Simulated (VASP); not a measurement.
BeAs2: single point with PBE

BeAs2:

```
CELL_PARAMETERS angstrom
0.00000 3.06693 3.06693
3.06693 0.00000 3.06693
3.06693 3.06693 0.00000
ATOMIC_POSITIONS crystal
Be 0.75000 0.75000 0.75000
As 0.25000 0.25000 0.25000
As 0.00000 0.00000 0.00000
```

The cell was built by a generator and needn't be a form met in nature.

The cell isn't the ideal one: random cell by space group and Wyckoff sites (F-43m, No. 216).

```json
{
 "Program": "VASP 6.6.1",
 "Task": "single point",
 "Functional": "PBE",
 "Potentials or basis": "VASP PAW PBE potentials, release 64 (Be, As)",
 "Cutoff": "520 eV",
 "k mesh": "6 × 6 × 6",
 "Occupations": "gaussian, width 0.1 eV",
 "Spin": "no spin polarisation",
 "Dipole correction": "no",
 "Further INCAR settings": "ALGO = Fast; EDIFF = 1e-06; NBANDS = 13"
}
```

```
Pressure               : 0.3 GPa
Band gap on the k mesh : none (metal or under the smearing width)
```

Levels at points of the mesh, in eV from the Fermi level:
```
           k point  band 2  band 3  band 4  band 5  band 6  band 7  band 8  band 9  band 10  band 11
(0.00, 0.00, 0.00)   -6.29   -2.43   -2.43   -2.43   -0.90   -0.90   -0.90    0.79     4.55     4.55
(0.50, 0.00, 0.00)   -9.93   -4.22   -3.57   -3.57   -0.05   -0.05    2.30    3.92     5.48     5.48
(0.50, 0.50, 0.00)  -11.18   -5.01   -5.01   -3.50   -1.65    4.01    4.01    5.02     5.80     6.09
```

Run time: 6 s on 1 thread of Intel(R) Xeon(R) 6975P-C (Granite Rapids), with other jobs on the host, peak memory 0.17 GiB.
